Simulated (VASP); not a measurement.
Calculation: PBEsol GGA, VASP's PBE PAW potentials (set 64) (plane waves; VASP 6.6.1).

VASP input:

### INCAR
```
ALGO=Normal
EDIFF=1E-7
ENCUT=400
GGA=PS
ISIF=2
ISMEAR=-5
LASPH=T
LCHARG=T
LEFG=T
LMAXMIX=6
LORBIT=11
LREAL=F
LWAVE=F
NEDOS=601
NELM=100
PREC=Accurate
SYSTEM=PtP
```

POSCAR:
```
PtP
1
    3.6851559629     0.0000000000     0.0000000000
   -1.8425779814     3.1914384066    -0.0000000000
    0.0000000000     0.0000000000     6.3245502042
Pt P
2 2
Direct
  0.3333330000   0.6666670000   0.0044727876
  0.6666670000   0.3333330000   0.5044727876
  0.3333330000   0.6666670000   0.3705272124
  0.6666670000   0.3333330000   0.8705272124
```

KPOINTS:
```
Regular mesh
0
gamma
11 11 6
0 0 0
```

POTCAR, in this order: Pt P (PBE.64 set). Program: vasp_std.

Question: What will the output report for the number of irreducible k-points (NKPTS), number of bands (NBANDS), largest plane-wave count, number of space-group operations, FFT grid (NGX, NGY, NGZ)?

Answer: 
```json
{
  "number of irreducible k-points (NKPTS)": "64",
  "number of bands (NBANDS)": "19",
  "largest_plane_wave_count": "1380",
  "number_of_space_group_operations": "12",
  "FFT grid (NGX, NGY, NGZ)": "24 × 24 × 42"
}
```

The structure was generated: PtP was put into the wurtzite type (P6_3mc), which need not be its known phase. It was relaxed first, which changed the volume by -16 %.
